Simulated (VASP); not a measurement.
Here is the system:

```
CELL_PARAMETERS angstrom
      0.00000     3.24215     3.24215
      3.24215     0.00000     3.24215
      3.24215     3.24215     0.00000
ATOMIC_POSITIONS crystal
  Cd 0.00000 0.00000 0.00000
  Te 0.25000 0.25000 0.25000
```

Level of theory: PBEsol GGA with spin-orbit coupling, VASP's PBE PAW potentials (set 64) (plane waves; VASP). Run with 400 eV cut-off, 6×6×6 Γ-centred mesh, Gaussian smearing of 0.050 eV, potentials Cd Te.

**Question.** What does the run give for the energy per atom (σ→0), band gap (over mesh and band path) with the smallest direct gap where there is one?

**Answer.** 
* **band gap (over mesh and band path)**: 0.38 eV
* **smallest direct gap (over mesh and band path)**: 0.38 eV
* **energy per atom (σ→0)**: -2.805 eV/atom

Total energies compare only between runs with the same potentials, cut-off and functional.

The structure comes from a measured CdTe entry (F-43m) of the Crystallography Open Database, whose conditions weren't checked. It was relaxed first.
